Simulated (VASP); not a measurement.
Output of a VASP run:

OSZICAR:
```
       N       E                     dE             d eps       ncg     rms          rms(c)
DAV:   1     0.362145381921E+02    0.36215E+02   -0.50942E+03  1888   0.978E+02
DAV:   2    -0.511922361503E+01   -0.41334E+02   -0.40381E+02  2006   0.188E+02
DAV:   3    -0.547448201347E+01   -0.35526E+00   -0.35200E+00  2215   0.203E+01
DAV:   4    -0.547632675211E+01   -0.18447E-02   -0.18446E-02  2190   0.129E+00
DAV:   5    -0.547634862032E+01   -0.21868E-04   -0.21867E-04  2172   0.120E-01    0.808E+00
DAV:   6    -0.519940432795E+01    0.27694E+00   -0.12003E+00  1915   0.105E+01    0.401E+00
DAV:   7    -0.518763937502E+01    0.11765E-01   -0.80366E-03  2100   0.833E-01    0.210E+00
DAV:   8    -0.518351584197E+01    0.41235E-02   -0.11967E-03  2038   0.312E-01    0.600E-02
DAV:   9    -0.518351503864E+01    0.80333E-06   -0.20325E-05  2443   0.463E-02    0.157E-02
DAV:  10    -0.518351921925E+01   -0.41806E-05   -0.23449E-06  2126   0.165E-02    0.446E-03
DAV:  11    -0.518351895019E+01    0.26906E-06   -0.20378E-08  1692   0.168E-03    0.761E-04
DAV:  12    -0.518351890218E+01    0.48005E-07   -0.31478E-09  1012   0.699E-04
   1 F= -.42758208E+01 E0= -.42752632E+01  d E =-.427582E+01
```

OUTCAR:
```
------------------------ aborting loop because EDIFF is reached ----------------------------------------
  FORCE on cell =-STRESS in cart. coord.  units (eV):
  Direction    XX          YY          ZZ          XY          YZ          ZX
  --------------------------------------------------------------------------------------
  Total        0.9085835      0.9085835      0.9085835      0.0000000      0.0000000     -0.0000000
  in kB      100.0975441    100.0975441    100.0975441      0.0000000      0.0000000     -0.0000000
  external PRESSURE =       0.0975441 kB  Pullay stress =     100.0000000 kB
  volume of cell :       14.54
      direct lattice vectors                 reciprocal lattice vectors
     0.000000000  1.937346645  1.937346645    -0.258084944  0.258084944  0.258084944
     1.937346645  0.000000000  1.937346645     0.258084944 -0.258084944  0.258084944
     1.937346645  1.937346645  0.000000000     0.258084944  0.258084944 -0.258084944
 POSITION                                       TOTAL-FORCE (eV/Angst)
 -----------------------------------------------------------------------------------
      0.00000      0.00000      0.00000         0.000000      0.000000      0.000000
 -----------------------------------------------------------------------------------
    total drift:                                0.000000      0.000000      0.000000
  FREE ENERGIE OF THE ION-ELECTRON SYSTEM (eV)
  ---------------------------------------------------
  free  energy   TOTEN  =        -5.1835189022 eV

  energy  without entropy=       -5.1818461567  energy(sigma->0) =       -5.18296132
  enthalpy is  TOTEN    =        -4.2758208199 eV   P V=        0.9076980823

 reached required accuracy - stopping structural energy minimisation
```
(Selected blocks of OUTCAR.)

POSCAR:
```
Pd
1
    0.0000000000     1.9373466445     1.9373466445
    1.9373466445     0.0000000000     1.9373466445
    1.9373466445     1.9373466445     0.0000000000
Pd
1
Direct
  0.0000000000   0.0000000000   0.0000000000
```

Problem. Reconstruct the remaining input files.

Solution. One answer among several that fit: the input of the run itself, PBE GGA, plane waves, VASP's PBE PAW potentials (set 64).

### KPOINTS
```
kpoints
0
G
14 14 14
0 0 0
```

**INCAR**
```
! general
SYSTEM  = Pd
PREC    = Accurate
ENCUT   = 480
LREAL   = .False.
LASPH   = .True.

! electronic loop
EDIFF   = 1E-7
NELM    = 100
ALGO    = Normal
LMAXMIX = 4

! smearing
ISMEAR  = 1
SIGMA   = 0.1

! functional
GGA     = PE

! ions
IBRION  = 2
NSW     = 40
ISIF    = 3
EDIFFG  = -0.01
PSTRESS = 100

! output
LWAVE   = .False.
LCHARG  = .False.
```

POTCAR, in this order: Pd (PBE.64 set). Program: vasp_std.

The compound is Pd in the fcc structure. It was relaxed first under an external pressure of 10 GPa.
